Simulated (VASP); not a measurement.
# Sb2Te3O2 (P-4m2) in VASP: single point with PBE

Aim: the single point of Sb2Te3O2 with PBE.

Program: VASP 6.6.1. These are calculated values, not measurements. Logs are shortened: lines on timing, memory, paths and dates and some standing lists are left out, and cuts for length are marked.

### Step 1. The crystal as given

It takes space group P-4m2 (No. 115, tetragonal). Conventional cell: a = 3.811 Å, b = 3.811 Å, c = 11.390 Å, α = 90.00°, β = 90.00°, γ = 90.00°. Sb (site symmetry 2mm) is surrounded by 4 O at 2.28 Å. Sb (site symmetry 2mm) has 4 O at 2.28 Å as nearest neighbours. Te (site symmetry 2mm) has 2 Te at 3.13 Å and 4 Sb at 3.33 Å as nearest neighbours. Te (site symmetry -4m2) is surrounded by 4 Te at 3.13 Å. Around Te (site symmetry 2mm) lie 2 Te at 3.13 Å and 4 Sb at 3.33 Å. O (site symmetry -4m2) has 4 Sb at 2.28 Å as nearest neighbours. O (site symmetry -4m2) has 4 Sb at 2.28 Å as nearest neighbours.

The cell was built by a generator and needn't be a form met in nature.

### Step 2. Single point, PBE

INCAR reads:

```
SYSTEM = Sb2Te3O2
ALGO = Fast ; EDIFF = 1E-5
ENCUT = 520 ; GGA = PE
ISIF = 2 ; ISMEAR = 0
LASPH = .True. ; LCHARG = .False.
LREAL = Auto ; LWAVE = .False.
NELM = 80 ; PREC = Normal
SIGMA = 0.15
```

KPOINTS reads:

```
k-points
0
Gamma
  6 3 2
  0 0 0
```

POSCAR reads:

```
Sb2Te3O2
1.0
    3.8114500000      0.0000000000      0.0000000000
    0.0000000000      7.6229000000      0.0000000000
    0.0000000000      0.0000000000     11.3900400000
Sb Te O
4 6 4
Direct
    0.0000000000      0.2500000000      0.8897280000
    0.0000000000      0.7500000000      0.8897280000
    0.5000000000      0.0000000000      0.1102720000
    0.5000000000      0.5000000000      0.1102720000
    0.0000000000      0.2500000000      0.2825120000
    0.0000000000      0.7500000000      0.2825120000
    0.5000000000      0.2500000000      0.5000000000
    0.5000000000      0.7500000000      0.5000000000
    0.5000000000      0.0000000000      0.7174880000
    0.5000000000      0.5000000000      0.7174880000
    0.5000000000      0.2500000000      0.0000000000
    0.5000000000      0.7500000000      0.0000000000
    0.0000000000      0.0000000000      0.0000000000
    0.0000000000      0.5000000000      0.0000000000
```

Potentials or basis: VASP PAW PBE potentials, release 64 (Sb, Te, O).

Command:

```sh
$ cat potpaw_PBE.64/Sb/POTCAR potpaw_PBE.64/Te/POTCAR potpaw_PBE.64/O/POTCAR > POTCAR
$ mpirun -np 1 vasp_std > vasp.out
```

OUTCAR:

```text
SYSTEM = Sb2Te3O2
   EDIFF = 1E-5
   ENCUT = 520
   GGA = PE
   ISIF = 2
   ISMEAR = 0
   LASPH = .True.
   LREAL = Auto
   NELM = 80
   PREC = Normal

 ion  position               nearest neighbor table
   1  0.000  0.250  0.890-  11 2.28  13 2.28  14 2.28  11 2.28   9 3.33   9 3.33  10 3.33  10 3.33
                             4 3.68   4 3.68   3 3.68   3 3.68
   2  0.000  0.750  0.890-  12 2.28  13 2.28  14 2.28  12 2.28   9 3.33   9 3.33  10 3.33  10 3.33
                             4 3.68   4 3.68   3 3.68   3 3.68
   3  0.500  0.000  0.110-  11 2.28  12 2.28  13 2.28  13 2.28   5 3.33   5 3.33   6 3.33   6 3.33
                             2 3.68   2 3.68   1 3.68   1 3.68
   4  0.500  0.500  0.110-  11 2.28  12 2.28  14 2.28  14 2.28   5 3.33   5 3.33   6 3.33   6 3.33
                             2 3.68   2 3.68   1 3.68   1 3.68
   5  0.000  0.250  0.283-   7 3.13   7 3.13   3 3.33   3 3.33   4 3.33   4 3.33
   6  0.000  0.750  0.283-   8 3.13   8 3.13   3 3.33   3 3.33   4 3.33   4 3.33
   7  0.500  0.250  0.500-   5 3.13   9 3.13  10 3.13   5 3.13
   8  0.500  0.750  0.500-   6 3.13   9 3.13  10 3.13   6 3.13
   9  0.500  0.000  0.717-   7 3.13   8 3.13   1 3.33   2 3.33   1 3.33   2 3.33
  10  0.500  0.500  0.717-   7 3.13   8 3.13   1 3.33   2 3.33   1 3.33   2 3.33
  11  0.500  0.250  0.000-   1 2.28   3 2.28   4 2.28   1 2.28
  12  0.500  0.750  0.000-   2 2.28   3 2.28   4 2.28   2 2.28
  13  0.000  0.000  0.000-   1 2.28   2 2.28   3 2.28   3 2.28
  14  0.000  0.500  0.000-   1 2.28   2 2.28   4 2.28   4 2.28

  LATTYP: Found a simple orthorhombic cell.
 ALAT       =     3.8114500000
 B/A-ratio  =     2.0000000000
 C/A-ratio  =     2.9883745031

  Lattice vectors:

 A1 = (   3.8114500000,   0.0000000000,   0.0000000000)
 A2 = (   0.0000000000,   7.6229000000,   0.0000000000)
 A3 = (   0.0000000000,   0.0000000000,  11.3900400000)

Analysis of symmetry for initial positions (statically):
=====================================================================
 Subroutine PRICEL returns following result:

  LATTYP: Found a simple tetragonal cell.
 ALAT       =     3.8114500000
 C/A-ratio  =     2.9883745031

  Lattice vectors:

 A1 = (   3.8114500000,   0.0000000000,   0.0000000000)
 A2 = (   0.0000000000,   3.8114500000,   0.0000000000)
 A3 = (   0.0000000000,   0.0000000000,  11.3900400000)

   2 primitive cells build up your supercell.

 Routine SETGRP: Setting up the symmetry group for a
 simple orthorhombic supercell.

 Subroutine GETGRP returns: Found  4 space group operations
 (whereof  4 operations were pure point group operations)
 out of a pool of  8 trial point group operations.

The static configuration has the point symmetry C_2v.

Analysis of symmetry for dynamics (positions and initial velocities):
=====================================================================
 Subroutine PRICEL returns following result:

  LATTYP: Found a simple tetragonal cell.
 ALAT       =     3.8114500000
 C/A-ratio  =     2.9883745031

  Lattice vectors:

 A1 = (   3.8114500000,   0.0000000000,   0.0000000000)
 A2 = (   0.0000000000,   3.8114500000,   0.0000000000)
 A3 = (   0.0000000000,   0.0000000000,  11.3900400000)

   2 primitive cells build up your supercell.

 Routine SETGRP: Setting up the symmetry group for a
 simple orthorhombic supercell.

 Subroutine GETGRP returns: Found  4 space group operations
 (whereof  4 operations were pure point group operations)
 out of a pool of  8 trial point group operations.

The dynamic configuration has the point symmetry C_2v.

 Subroutine INISYM returns: Found  4 space group operations
 (whereof  4 operations are pure point group operations),
 and found     2 'primitive' translations

----------------------------------------------------------------------------------------

                                     Primitive cell

  volume of cell :     165.4648

  direct lattice vectors                    reciprocal lattice vectors
     3.811450000  0.000000000  0.000000000     0.262367341  0.000000000  0.000000000
[... 32 lines left out ...]

 Generating k-lattice:

  Cartesian coordinates                     Fractional coordinates (reciprocal lattice)
     0.043727890  0.000000000  0.000000000     0.166666667  0.000000000  0.000000000
     0.000000000  0.043727890  0.000000000     0.000000000  0.333333333  0.000000000
     0.000000000  0.000000000  0.043898002     0.000000000  0.000000000  0.500000000

  Length of vectors
     0.043727890  0.043727890  0.043898002

  Shift w.r.t. Gamma in fractional coordinates (k-lattice)
     0.000000000  0.000000000  0.000000000

 Subroutine IBZKPT returns following result:
 ===========================================

 Found     16 irreducible k-points:

 Following reciprocal coordinates:
            Coordinates               Weight
  0.000000  0.000000  0.000000      1.000000
  0.166667  0.000000  0.000000      2.000000
  0.333333  0.000000  0.000000      2.000000
  0.500000  0.000000  0.000000      1.000000
  0.000000  0.333333  0.000000      2.000000
  0.166667  0.333333  0.000000      4.000000
[... 8 lines left out ...]
  0.333333  0.333333  0.500000      4.000000
  0.500000  0.333333  0.500000      2.000000
   k-points           NKPTS =     16   k-points in BZ     NKDIM =     16   number of bands    NBANDS=     48
   number of dos      NEDOS =    301   number of ions     NIONS =     14
   total plane-waves  NPLWV =  73728
   dimension x,y,z NGX =    24 NGY =   48 NGZ =   64
   dimension x,y,z NGXF=    48 NGYF=   96 NGZF=  128
   ions per type =               4   6   4
   NGX,Y,Z   is equivalent  to a cutoff of  10.47, 10.47,  9.34 a.u.
   NGXF,Y,Z  is equivalent  to a cutoff of  20.94, 20.94, 18.68 a.u.
 SYSTEM =  Sb2Te3O2
   PREC   = normal    normal or accurate (medium, high low for compatibility)
   ISTART =      0    job   : 0-new  1-cont  2-samecut
   ICHARG =      2    charge: 1-file 2-atom 10-const
   ISPIN  =      1    spin polarized calculation?
   LNONCOLLINEAR =      F non collinear calculations
   LSORBIT =      F    spin-orbit coupling
   LASPH  =      T    aspherical Exc in radial PAW
   ENCUT  =  520.0 eV  38.22 Ry    6.18 a.u.   7.09 14.17 21.18*2*pi/ulx,y,z
   NELM   =     80;   NELMIN=  2; NELMDL= -5     # of ELM steps
   EDIFF  = 0.1E-04   stopping-criterion for ELM
   LREAL  =      T    real-space projection
   EDIFFG = 0.1E-03   stopping-criterion for IOM
   NSW    =      0    number of steps for IOM
   IBRION =     -1    ionic relax: 0-MD 1-quasi-New 2-CG
   NFREE  =      0    steps in history (QN), initial steepest desc. (CG)
   ISIF   =      2    stress and relaxation
   ISYM   =      2    0-nonsym 1-usesym 2-fastsym
   POTIM  = 0.5000    time-step for ionic-motion
   TEBEG  =    0.0;   TEEND  =   0.0 temperature during run
   PSTRESS=    0.0 pullay stress
   NELECT =      80.0000    total number of electrons
   NUPDOWN=      -1.0000    fix difference up-down
   EMIN   =  10.00;   EMAX   =-10.00  energy-range for DOS
   EFERMI =   0.00;   METHOD = LEGACY
   ISMEAR =     0;   SIGMA  =   0.15  broadening in eV -4-tet -1-fermi 0-gaus
   EFERMI_NEDOS =   21; number of points for ismear=-14 and -15
   IALGO  =     68    algorithm
   IMIX   =      4    mixing-type and parameters
     AMIX     =   0.40;   BMIX     =  1.00
     AMIX_MAG =   1.60;   BMIX_MAG =  1.00
  volume/ion in A,a.u.               =      23.64       159.52
  Fermi-wavevector in a.u.,A,eV,Ry     =   1.019826  1.927192 14.150684  1.040046
  Thomas-Fermi vector in A             =   2.153362
   LORBIT       =      0    0 simple, 1 ext, 2 COOP (PROOUT), +10 PAW based schemes
   GGA     = PE    functional components
   LHFCALC =     F    Hartree Fock is set to
   AEXX    =    0.0000 exact exchange contribution
   IVDW    =     0    specifies the selected vdW correction
   LEPSILON=     F    determine dielectric tensor
   LRPA    =     F    only Hartree local field effects (RPA)
 non-spin polarized calculation
 RMM-DIIS sequential band-by-band and
 Gauss-broadening in eV      SIGMA  =   0.15
  energy-cutoff  :      520.00
  volume of cell :      330.93
 maximum number of plane-waves:      8944
   NGX = 15   NGY = 29   NGZ = 43

 number of electron      80.0000087 magnetization

 Free energy of the ion-electron system (eV)
  ---------------------------------------------------
  ext. energy  EPLUGINS =         0.00000000
  ---------------------------------------------------
  free energy    TOTEN  =       -61.09800893 eV

  energy without entropy =      -61.00247222  energy(sigma->0) =      -61.05024058

 E-fermi :   6.8656     XC(G=0):  -9.7627

 val. band max:        6.8369741883   @ k =   0.5000   0.0000   0.0000
 cond. band min:       6.8901677395   @ k =   0.1667   0.3333   0.5000
 fundamental gap:      0.0531935512
 Fermi energy:         6.8656067958

 k-point     1 :       0.0000    0.0000    0.0000
  band No.  band energies     occupation
      1     -13.7037      2.00000
      2     -12.5960      2.00000
      3     -12.5781      2.00000
      4     -11.5097      2.00000
      5      -5.8769      2.00000
      6      -5.4449      2.00000
[... 805 lines left out ...]
     47       9.1654      0.00000
     48       9.5809      0.00000

------------------------ aborting loop because EDIFF is reached ----------------------------------------

  FORCE on cell =-STRESS in cart. coord.  units (eV):
  Direction    XX          YY          ZZ          XY          YZ          ZX
  --------------------------------------------------------------------------------------
  -------------------------------------------------------------------------------------
  Total        0.3237682      0.3249141     -0.0383288      0.0000000      0.0000000      0.0000000
  in kB        1.5675054      1.5730535     -0.1855665      0.0000000      0.0000000      0.0000000
  external PRESSURE =       0.9849975 kB  Pullay stress =       0.0000000 kB

 VOLUME and BASIS-vectors are now :
 -----------------------------------------------------------------------------
  energy-cutoff  :      520.00
  volume of cell :      330.93
      direct lattice vectors                 reciprocal lattice vectors
     3.811450000  0.000000000  0.000000000     0.262367341  0.000000000  0.000000000
     0.000000000  7.622900000  0.000000000     0.000000000  0.131183670  0.000000000
     0.000000000  0.000000000 11.390040000     0.000000000  0.000000000  0.087796004

 POSITION                                       TOTAL-FORCE (eV/Angst)
 -----------------------------------------------------------------------------------
      0.00000      1.90572     10.13404        -0.000000     -0.000000     -0.019967
      0.00000      5.71717     10.13404        -0.000000     -0.000000     -0.019967
      1.90572      0.00000      1.25600        -0.000000     -0.000000      0.020027
      1.90572      3.81145      1.25600        -0.000000     -0.000000      0.020027
      0.00000      1.90572      3.21782        -0.000000     -0.000000     -0.011907
      0.00000      5.71717      3.21782        -0.000000     -0.000000     -0.011907
      1.90572      1.90572      5.69502         0.000000     -0.000000      0.000307
      1.90572      5.71717      5.69502         0.000000     -0.000000      0.000307
      1.90572      0.00000      8.17222         0.000000     -0.000000      0.011619
      1.90572      3.81145      8.17222         0.000000      0.000000      0.011619
      1.90572      1.90572      0.00000        -0.000000     -0.000000     -0.000054
      1.90572      5.71717      0.00000        -0.000000     -0.000000     -0.000054
      0.00000      0.00000      0.00000        -0.000000     -0.000000     -0.000025
      0.00000      3.81145      0.00000        -0.000000     -0.000000     -0.000025
 -----------------------------------------------------------------------------------
    total drift:                                0.000000     -0.000000     -0.000281

  FREE ENERGIE OF THE ION-ELECTRON SYSTEM (eV)
  ---------------------------------------------------
  free  energy   TOTEN  =       -61.0980089349 eV

  energy  without entropy=      -61.0024722238  energy(sigma->0) =      -61.05024058
```

Wall time 3.9 min (1 thread of AMD EPYC 7R43 (Zen 3), shared host); peak memory 0.32 GiB.

What came out:

```
Free energy            : -61.0980 eV
Pressure               : 0.1 GPa
Largest force          : 0.020 eV/Å
Band gap on the k mesh : none (metal or under the smearing width)
```

Forces on the atoms (eV/Å):
```
Sb   0.000  0.000 -0.020
Sb   0.000  0.000 -0.020
Sb   0.000  0.000  0.020
Sb   0.000  0.000  0.020
Te   0.000  0.000 -0.012
Te   0.000  0.000 -0.012
Te   0.000  0.000  0.000
Te   0.000  0.000  0.000
Te   0.000  0.000  0.012
Te   0.000  0.000  0.012
O    0.000  0.000  0.000
O    0.000  0.000  0.000
O    0.000  0.000  0.000
O    0.000  0.000  0.000
```

Levels at points of the mesh, in eV from the Fermi level:
```csv
k point,band 36,band 37,band 38,band 39,band 40,band 41,band 42,band 43,band 44,band 45
"(0.00, 0.00, 0.00)",-0.77,-0.72,-0.48,0.39,0.42,0.81,0.81,0.90,0.96,1.28
"(0.50, 0.00, 0.00)",-1.44,-0.72,-0.48,-0.28,-0.28,-0.03,0.39,0.83,0.90,1.28
"(0.00, 0.00, 0.50)",-0.55,-0.55,-0.35,0.39,0.43,0.43,0.56,0.83,1.30,1.80
"(0.50, 0.00, 0.50)",-1.18,-1.16,-0.73,-0.35,-0.10,-0.10,0.39,0.83,1.11,1.30
```

The run has no spin-orbit coupling, so splittings on Sb, Te are missing.
